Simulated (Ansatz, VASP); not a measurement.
# Ta2S2N (Ta2NS2 MXene bilayer, AA) in two plane-wave programs, part 2 of 3

Wanted: the spread between two codes on one cell, functional and k mesh. Of the first pair: The structure shown is the start of the Ansatz relaxation below; VASP solves that cell, so the two are compared at the walk's first step.

VASP 6.6.1 and Ansatz 0.2.0.

So far: Set-up; Ansatz: relaxation, PBE with D3(BJ).

## 3. VASP: single point, PBE with D3(BJ), start cell, pair 1

Level of this step: PBE with D3(BJ), zero-moment start; plane waves and PAW (S, Ta_pv, N) (VASP).

The same cell, functional, mesh and smearing now go to VASP, with its own data sets.

Lines of VASP's logs that name or quote its potential files are left out, and so is its time.

Contents of INCAR:

```
SYSTEM = Ta2S2N
PREC = Accurate
ENCUT = 520
EDIFF = 1E-06
NELM = 200
ISMEAR = -1
SIGMA = 0.05
LREAL = .FALSE.
ALGO = Normal
GGA = PE
IVDW = 12
NBANDS = 54
ISPIN = 2
MAGMOM = 0 -0 0 -0 -0 0 -0 0 -0 0
LASPH = .TRUE.
LMAXMIX = 4
LORBIT = 11
LWAVE = .FALSE.
LCHARG = .FALSE.
ISIF = 2
LDIPOL = .TRUE.
IDIPOL = 3
DIPOL = 0.5 0.5 0.5
LVHAR = .TRUE.
GGA_COMPAT = .FALSE.
NELMDL = -8
KPAR = 2
```

Contents of POSCAR:

```
Ta2S2N
1.0
    3.1545800000      0.0000000000      0.0000000000
   -1.5772900000      2.7319460000      0.0000000000
    0.0000000000      0.0000000000     61.5883260000
S Ta N
4 4 2
Direct
    0.3333334553      0.6666669107      0.3758829230
    0.6666667277      0.3333334553      0.4756447350
    0.3333334553      0.6666669107      0.5243552650
    0.6666667277      0.3333334553      0.6241170770
    0.6666667277      0.3333334553      0.4055536109
    0.3333334553      0.6666669107      0.4459740471
    0.6666667277      0.3333334553      0.5540259529
    0.3333334553      0.6666669107      0.5944463891
    0.0000000000      0.0000000000      0.4257638371
    0.0000000000      0.0000000000      0.5742361791
```

Contents of KPOINTS:

```
Automatic mesh
0
Gamma
12 12 1
0 0 0
```

Potentials, in the order of the species: S, Ta_pv and N (PBE family, release 64).

The run is started by

```bash
> mpirun -np 2 vasp_std
```

Numbers of over 12 decimals in the logs are rounded to 6 here.

The program printed:

```text
[banner, memory and clock lines left out]
running    2 mpi-ranks, on    1 nodes
 distrk:  each k-point on    1 cores,    2 groups
 distr:  one band on    1 cores,    1 groups

 POSCAR found type information on POSCAR S TaN
 POSCAR found :  3 types and      10 ions
 LDA part: xc-table for (Slater+PW92), standard interpolation
|                                                                             |
|           W    W    AA    RRRRR   N    N  II  N    N   GGGG   !!!           |
|           W    W   A  A   R    R  NN   N  II  NN   N  G    G  !!!           |
|           W    W  A    A  R    R  N N  N  II  N N  N  G       !!!           |
|           W WW W  AAAAAA  RRRRR   N  N N  II  N  N N  G  GGG   !            |
|           WW  WW  A    A  R   R   N   NN  II  N   NN  G    G                |
|           W    W  A    A  R    R  N    N  II  N    N   GGGG   !!!           |
|                                                                             |
|     One of the lattice vectors is very long (>50 A), but AMIN is rather     |
|     large. This can spoil convergence since charge sloshing might occur     |
|     along the long lattice vector. If problems with convergence are         |
|     observed, try to decrease AMIN to a smaller value (e.g. 0.01).          |
|     Note: This warning only applies if the self-consistency cycle is        |
|     used.                                                                   |
|                                                                             |

 POSCAR, INCAR and KPOINTS ok, starting setup
 FFT: planning ... GRIDC
 FFT: planning ... GRID_SOFT
 FFT: planning ... GRID
 WAVECAR not read
 entering main loop
       N       E                     dE             d eps       ncg     rms          rms(c)
DAV:   1     0.627787945129E+03    0.62779E+03   -0.37336E+04  5064   0.117E+03
DAV:   2    -0.280279239569E+02   -0.65582E+03   -0.63428E+03  5394   0.282E+02
DAV:   3    -0.948555176965E+02   -0.66828E+02   -0.65161E+02  4930   0.835E+01
DAV:   4    -0.977023975620E+02   -0.28469E+01   -0.27938E+01  5444   0.183E+01
DAV:   5    -0.977907410547E+02   -0.88343E-01   -0.87713E-01  5560   0.300E+00
DAV:   6    -0.977937647839E+02   -0.30237E-02   -0.30181E-02  5462   0.580E-01
DAV:   7    -0.977938989205E+02   -0.13414E-03   -0.13411E-03  5634   0.114E-01
DAV:   8    -0.977939051738E+02   -0.62533E-05   -0.62527E-05  5284   0.250E-02    0.415E+01
DAV:   9    -0.896798459932E+02    0.81141E+01   -0.36108E+01  5248   0.253E+01    0.205E+01
DAV:  10    -0.893738274387E+02    0.30602E+00   -0.55032E+00  5036   0.102E+01    0.832E+00
DAV:  11    -0.894922074462E+02   -0.11838E+00   -0.24891E+00  5744   0.100E+01    0.296E+00
DAV:  12    -0.894809652125E+02    0.11242E-01   -0.25423E+00  5606   0.945E+00    0.246E+00
DAV:  13    -0.890008538259E+02    0.48011E+00   -0.71756E-01  5610   0.494E+00    0.550E-01
DAV:  14    -0.890053916474E+02   -0.45378E-02   -0.12571E-01  5136   0.130E+00    0.650E-01
[...]
DAV:  25    -0.890040573986E+02   -0.31877E-04   -0.84174E-07  3298   0.289E-03    0.247E-03
DAV:  26    -0.890040718539E+02   -0.14455E-04   -0.19887E-07  3120   0.141E-03    0.176E-03
DAV:  27    -0.890040849203E+02   -0.13066E-04   -0.23999E-07  3150   0.122E-03    0.100E-03
DAV:  28    -0.890040997569E+02   -0.14837E-04   -0.40038E-07  3186   0.165E-03    0.120E-03
DAV:  29    -0.890041011394E+02   -0.13824E-05   -0.48701E-08  2712   0.818E-04    0.931E-04
DAV:  30    -0.890041043784E+02   -0.32390E-05   -0.24468E-08  2570   0.374E-04    0.411E-04
DAV:  31    -0.890041071944E+02   -0.28160E-05   -0.65678E-08  2924   0.374E-04    0.299E-04
DAV:  32    -0.890041078061E+02   -0.61174E-06   -0.95808E-09  2442   0.276E-04
   1 F= -.92868889E+02 E0= -.92849880E+02  d E =-.380182E-01  mag=     0.0000
```

OUTCAR, selected parts (step 3):

```text
ion  position               nearest neighbor table
   1  0.333  0.667  0.376-   5 2.58   5 2.58   5 2.58
   2  0.667  0.333  0.476-   6 2.58   6 2.58   6 2.58
   3  0.333  0.667  0.524-   7 2.58   7 2.58   7 2.58
   4  0.667  0.333  0.624-   8 2.58   8 2.58   8 2.58
   5  0.667  0.333  0.406-   9 2.21   9 2.21   9 2.21   1 2.58   1 2.58   1 2.58   6 3.08   6 3.08
                             6 3.08
   6  0.333  0.667  0.446-   9 2.21   9 2.21   9 2.21   2 2.58   2 2.58   2 2.58   5 3.08   5 3.08
                             5 3.08
   7  0.667  0.333  0.554-  10 2.21  10 2.21  10 2.21   3 2.58   3 2.58   3 2.58   8 3.08   8 3.08
                             8 3.08
   8  0.333  0.667  0.594-  10 2.21  10 2.21  10 2.21   4 2.58   4 2.58   4 2.58   7 3.08   7 3.08
                             7 3.08
   9  0.000  0.000  0.426-   6 2.21   6 2.21   5 2.21   6 2.21   5 2.21   5 2.21
  10  0.000  0.000  0.574-   8 2.21   8 2.21   7 2.21   8 2.21   7 2.21   7 2.21

  LATTYP: Found a hexagonal cell.
 ALAT       =     3.1545800000
 C/A-ratio  =    19.5234630284

 Subroutine GETGRP returns: Found 12 space group operations
 (whereof 12 operations were pure point group operations)

The static configuration has the point symmetry D_3d.

 Found     19 irreducible k-points:

   k-points           NKPTS =     19   k-points in BZ     NKDIM =     19   number of bands    NBANDS=     54

   dimension x,y,z NGX =    24 NGY =   24 NGZ =  480
   dimension x,y,z NGXF=    48 NGYF=   48 NGZF=  960

   ENCUT  =  520.0 eV  38.22 Ry    6.18 a.u.   5.87  5.87114.51*2*pi/ulx,y,z

   NELECT =      78.0000    total number of electrons

 k-points in reciprocal lattice and weights: Automatic mesh
   0.00000000  0.00000000  0.00000000       0.007
   0.08333333 -0.00000000  0.00000000       0.042
   0.16666667 -0.00000000  0.00000000       0.042
   0.25000000 -0.00000000  0.00000000       0.042
   0.33333333  0.00000000  0.00000000       0.042
   0.41666667  0.00000000  0.00000000       0.042
   0.50000000 -0.00000000  0.00000000       0.021
   0.08333333  0.08333333  0.00000000       0.042
   0.16666667  0.08333333  0.00000000       0.083
[...]
0.33333333  0.25000000  0.00000000       0.083
   0.33333333  0.33333333  0.00000000       0.014

 dipolmoment           0.000000      0.000000     -0.000005 electrons x Angstroem

 average (electrostatic) potential at core
       1 -93.3898       2 -93.4117       3 -93.4117       4 -93.3899       5 -45.6324
       6 -45.6311       7 -45.6311       8 -45.6325       9 -72.6488      10 -72.6488

 E-fermi :  -1.5394

 spin component 1
 k-point     1 :       0.0000    0.0000    0.0000
  band No.  band energies     occupation
    ...
     38      -2.1929      1.00000
     39      -1.8162      0.99607
     40      -1.8162      0.99607
     41      -1.7765      0.99136
     42      -1.7765      0.99136
     43      -1.0823      0.00011
     44      -0.9953      0.00002
     45      -0.2982      0.00000
     46      -0.2982      0.00000
     47      -0.2876      0.00000
    ...

 k-point     2 :       0.0833   -0.0000    0.0000
  band No.  band energies     occupation
    ...
     36      -2.6953      1.00000
     37      -2.6602      1.00000
     38      -2.6382      1.00000
     39      -1.7646      0.98907
     40      -1.7004      0.96156
     41      -1.4812      0.23785
     42      -1.4337      0.10770
     43      -0.8036      0.00000
     44      -0.7300      0.00000
     45      -0.4537      0.00000
    ...

 k-point     3 :       0.1667   -0.0000    0.0000
  band No.  band energies     occupation
    ...
     36      -3.1705      1.00000
     37      -2.9410      1.00000
     38      -2.9127      1.00000
     39      -1.9528      0.99974
     40      -1.6969      0.95888
     41      -1.3025      0.00868
     42      -1.2564      0.00347
     43      -0.7585      0.00000
     44      -0.7235      0.00000
     45      -0.3846      0.00000
    ...

 k-point     4 :       0.2500   -0.0000    0.0000
  band No.  band energies     occupation
    ...
     35      -3.4466      1.00000
     36      -3.3978      1.00000
     37      -2.9451      1.00000
     38      -2.8845      1.00000
     39      -1.5737      0.66496
     40      -1.3242      0.01335
     41      -1.0418      0.00005
     42      -0.9716      0.00001
     43      -0.8936      0.00000
     44      -0.8696      0.00000
    ...

 k-point     5 :       0.3333    0.0000    0.0000
  band No.  band energies     occupation
    ...
     34      -4.3671      1.00000
     35      -3.5540      1.00000
     36      -3.4894      1.00000
     37      -3.0748      1.00000
     38      -2.9962      1.00000
     39      -1.3519      0.02299
     40      -1.2754      0.00507
     41      -0.8107      0.00000
     42      -0.6010      0.00000
     43      -0.1297      0.00000
    ...

 k-point     6 :       0.4167    0.0000    0.0000
  band No.  band energies     occupation
    ...
     34      -4.5523      1.00000
     35      -3.6203      1.00000
     36      -3.5430      1.00000
     37      -3.1683      1.00000
     38      -3.0813      1.00000
     39      -1.4985      0.30618
     40      -1.4400      0.12055
     41       0.0788      0.00000
     42       0.2359      0.00000
     43       0.6194      0.00000
    ...

 Edisp (eV)   -3.86478

  Total       0.86771     0.86771   -23.26956     0.00000     0.00000    -0.00000
  in kB       2.61924     2.61924   -70.24034     0.00000     0.00000    -0.00000
  external pressure =      -21.67 kB  Pullay stress =        0.00 kB

  energy-cutoff  :      520.00
  volume of cell :      530.78
      direct lattice vectors                 reciprocal lattice vectors
     3.154580000  0.000000000  0.000000000     0.316999410  0.183019723  0.000000000
    -1.577290000  2.731946000  0.000000000     0.000000000  0.366039446  0.000000000
     0.000000000  0.000000000 61.588326000     0.000000000  0.000000000  0.016236843

 POSITION                                       TOTAL-FORCE (eV/Angst)
 -----------------------------------------------------------------------------------
     -0.00000      1.82130     23.15000         0.000000     -0.000000      2.395596
      1.57729      0.91065     29.29416        -0.000000      0.000000     -2.367047
     -0.00000      1.82130     32.29416         0.000000     -0.000000      2.367047
      1.57729      0.91065     38.43833        -0.000000      0.000000     -2.395596
      1.57729      0.91065     24.97737         0.000000      0.000000     -1.349764
     -0.00000      1.82130     27.46680         0.000000      0.000000      1.385221
      1.57729      0.91065     34.12153        -0.000000     -0.000000     -1.385221
     -0.00000      1.82130     36.61096        -0.000000     -0.000000      1.349764
      0.00000      0.00000     26.22208        -0.000000      0.000000      0.016644
      0.00000      0.00000     35.36624         0.000000     -0.000000     -0.016644
 -----------------------------------------------------------------------------------
    total drift:                               -0.000000     -0.001505     -0.001252

  FREE ENERGIE OF THE ION-ELECTRON SYSTEM (eV)
  ---------------------------------------------------
  free  energy   TOTEN  =       -92.8688889764 eV

  energy  without entropy=      -92.8308707491  energy(sigma->0) =      -92.84987986

 vacuum level on the upper side and lower side of the slab         3.466         3.466

 total charge
# of ion       s       p       d       tot
------------------------------------------
    1        1.369   2.305   0.000   3.674
    2        1.371   2.302   0.000   3.673
    3        1.371   2.302   0.000   3.673
    4        1.369   2.305   0.000   3.674
    5        0.277   6.199   2.357   8.833
    6        0.278   6.199   2.356   8.833
    7        0.278   6.199   2.356   8.833
    8        0.277   6.199   2.357   8.833
    9        1.238   2.489   0.000   3.727
   10        1.238   2.489   0.000   3.727
--------------------------------------------------
tot          9.066  38.988   9.426  57.480

 magnetization (x)
# of ion       s       p       d       tot
------------------------------------------
    1       -0.000   0.000   0.000   0.000
    2       -0.000   0.000   0.000   0.000
    3       -0.000   0.000   0.000   0.000
    4       -0.000   0.000   0.000   0.000
    5        0.000   0.000   0.000   0.000
    6        0.000   0.000   0.000   0.000
    7        0.000   0.000   0.000   0.000
    8        0.000   0.000   0.000   0.000
    9       -0.000  -0.000   0.000  -0.000
   10       -0.000  -0.000   0.000  -0.000
--------------------------------------------------
tot         -0.000  -0.000   0.000   0.000

[... 3 further parts left out ...]
```

## 4. Differences

Known differences besides the potentials themselves: Ansatz cuts the interaction across the vacuum, VASP repeats the sheet with a dipole correction; the data sets hold 86 valence electrons in Ansatz (on its default PAW (the set named soft_2) files) and 78 in VASP; the cutoff is 420 eV in Ansatz and 520 eV in VASP. Total energies have different zeros and are not compared.

Forces (eV/Å; atoms numbered as in POSCAR):

```csv
atom,"Ansatz x, y, z","VASP x, y, z"
S1,"0.000, 0.000, 2.398","0.000, 0.000, 2.396"
S2,"0.000, 0.000, -2.369","0.000, 0.000, -2.367"
S3,"0.000, 0.000, 2.369","0.000, 0.000, 2.367"
S4,"0.000, 0.000, -2.398","0.000, 0.000, -2.396"
Ta5,"0.000, 0.000, -1.315","0.000, 0.000, -1.350"
Ta6,"0.000, 0.000, 1.351","0.000, 0.000, 1.385"
Ta7,"0.000, 0.000, -1.351","0.000, 0.000, -1.385"
Ta8,"0.000, 0.000, 1.315","0.000, 0.000, 1.350"
N9,"0.000, 0.000, 0.017","0.000, 0.000, 0.017"
N10,"0.000, 0.000, -0.017","0.000, 0.000, -0.017"
```

The forces differ by 13 meV/Å r.m.s., which is 1.3 % of the r.m.s. force of 1.003 eV/Å (both taken over all components). Moments aren't recorded for both runs of this pair, so they may hold unlike magnetic states. With vacuum in the cell, a pressure given here is an average over mostly empty space and none of the material.

[end of part 2 of 3]

[Lines on the potential files, build, host, timing and source positions are cut from VASP's logs without a mark.]

[Logs are printed without paths, hosts, clocks, repeated set-up lines and the standing remarks that a program may print on its own settings, such as how far it seeks lower states.]

[Hosts, paths, dates, database ids (printed as entryN), source tags and the programs' standing remarks are cut or masked in the printed files.]
